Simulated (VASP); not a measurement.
An input for Ansatz (written as the equivalent of a VASP run, and not itself run):

Ansatz 0.2 input:
```yaml
crystal:
  lattice:
    - [3.1820860, 0.0000000, 0.0000000]
    - [-1.5910430, 2.7557670, 0.0000000]
    - [0.0000000, 0.0000000, 3.1055580]
  atoms:
    - { symbol: Y, position: [0.0000000, 0.0000000, 0.0000000] }
    - { symbol: N, position: [0.6666670, 0.3333330, 0.5000000] }
kpoints:
  mp_grid: { grid: [9, 9, 8] }
hamiltonian:
  xc: r2scan
  pseudopotentials: { kind: paw }
scf:
  occupations: { method: gaussian, width: 0.05 }
  max_iter: 100
relax:
  max_steps: 60
  f_tol: 0.01
  cell: {}
output: { forces: true, stress: true, eigenvalues: true }
```

Translate this input to VASP (INCAR, KPOINTS, POSCAR, choice of POTCAR).

Several could match; the one computed here: 
### INCAR
```
LMAXMIX  =  4   ! l cut-off of mixed one-centre charges
NSW  =  60
LCHARG  =  .FALSE.
PREC  =  Accurate
EDIFFG  =  -0.01
ENCUT  =  520
LASPH  =  .TRUE.   ! aspherical one-centre terms
NELM  =  100
EDIFF  =  1E-6   ! SCF stop (eV)
METAGGA  =  R2SCAN
ISIF  =  3   ! ions, shape and volume
LREAL  =  .FALSE.   ! projection in real space or not
IBRION  =  2   ! conjugate gradients
ISMEAR  =  0   ! Gaussian
LWAVE  =  .FALSE.
SYSTEM  =  YN
LMIXTAU  =  .TRUE.
SIGMA  =  0.05
ALGO  =  Normal   ! blocked Davidson
```

File POSCAR:
```
YN
1
    3.1820860000     0.0000000000     0.0000000000
   -1.5910430000     2.7557670000     0.0000000000
    0.0000000000     0.0000000000     3.1055580000
Y N
1 1
Direct
  0.0000000000   0.0000000000   0.0000000000
  0.6666670000   0.3333330000   0.5000000000
```

KPOINTS:
```
Automatic mesh
0
Gamma
9 9 8
0 0 0
```

POTCAR, in this order: Y_sv N (PBE.64 set). Program: vasp_std.

What does not carry over: each code has its own PAW files, so the cut-off isn't converted (ENCUT is set for VASP's; basis.ecutwfc is left out, and Ansatz then takes the one that its files recommend); Ansatz stops its SCF on the density residual and VASP on the energy change (EDIFF).

The structure was generated: YN was put into the WC type (P-6m2), which need not be its known phase. This run relaxes it. Symmetry was kept, so distortions that lower it aren't found.
